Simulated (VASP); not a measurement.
Here is the system:

```xyz
2
Lattice="1.7950 -3.1090 0.0000 1.7950 3.1090 0.0000 0.0000 0.0000 5.6500" Properties=species:S:1:pos:R:3 pbc="T T T"
Dy     1.7950     1.0363     1.4125
Dy     1.7950    -1.0363     4.2375
```

These are PBE GGA with D4 dispersion, VASP's PBE PAW potentials (set 64) (plane waves; VASP) values and carry that method's errors. Settings: 520 eV cut-off, 11×11×6 Γ-centred mesh, first-order Methfessel-Paxton smearing of 0.10 eV, potentials Dy_3.

The 4f electrons are frozen in the core of the lanthanide potential, so 4f levels, which can set the real gap, and their magnetism are missing.

Question: The ions, cell shape and volume are relaxed. Predict the relaxed structure.

Answer: 
```xyz
2
Lattice="1.7965 -3.1116 0.0000 1.7965 3.1116 0.0000 0.0000 0.0000 5.5419" Properties=species:S:1:pos:R:3 pbc="T T T"
Dy     1.7965     1.0372     1.3855
Dy     1.7965    -1.0372     4.1564
```
Space group P6_3/mmc (194), at a tolerance of 0.03 Å.

Question: How do energy and volume change from the first to the last step?

Answer: The energy (σ→0) changes by -2.9 meV/atom and the volume by -1.7 %, in 6 ionic steps.

The compound is Dy in the hcp structure. This run relaxes it. Symmetry was kept, so distortions that lower it aren't found.
